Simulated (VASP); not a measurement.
An input for Ansatz (written as the equivalent of a VASP run, and not itself run):

Ansatz 0.2 input:
```yaml
crystal:
  lattice:
    - [0.0000000, 2.0454843, 2.0454843]
    - [2.0454843, 0.0000000, 2.0454843]
    - [2.0454843, 2.0454843, 0.0000000]
  atoms:
    - { symbol: Ti, position: [0.0000000, 0.0000000, 0.0000000] }
    - { symbol: N, position: [0.5000000, 0.5000000, 0.5000000] }
kpoints:
  mp_grid: { grid: [15, 15, 15] }
hamiltonian:
  xc: lda
  pseudopotentials: { kind: paw }
scf:
  occupations: { method: methfessel_paxton, width: 0.1 }
  max_iter: 100
output: { forces: true, stress: true, eigenvalues: true }
```

Task: Write the VASP files for the same calculation (LDA).

Result: Several could match; the one computed here: 
INCAR:
```
SYSTEM=TiN
PREC=Accurate; ENCUT=520; LREAL=.False.
LASPH=.True.
EDIFF=1E-7; NELM=100; ALGO=Normal
LMAXMIX=4
ISMEAR=1; SIGMA=0.1
ISIF=2
LWAVE=.False.; LCHARG=.False.
```

File KPOINTS:
```
Automatic mesh
0
Gamma
15 15 15
0 0 0
```

File POSCAR:
```
TiN
1
    0.0000000000     2.0454842666     2.0454842666
    2.0454842666     0.0000000000     2.0454842666
    2.0454842666     2.0454842666     0.0000000000
Ti N
1 1
Direct
  0.0000000000   0.0000000000   0.0000000000
  0.5000000000   0.5000000000   0.5000000000
```

POTCAR, in this order: Ti_sv N (LDA.64 set). Program: vasp_std.

The two are equivalent in intent, not identical: each code has its own PAW files, so the cut-off isn't converted (ENCUT is set for VASP's; basis.ecutwfc is left out, and Ansatz then takes the one that its files recommend); Ansatz stops its SCF on the density residual and VASP on the energy change (EDIFF); Ansatz's lda is the Perdew-Wang form, while the LDA potentials of VASP carry Perdew-Zunger's.

The compound is TiN in the rock salt structure. This cell is one point of a volume scan, at 0.94 of the reference volume.
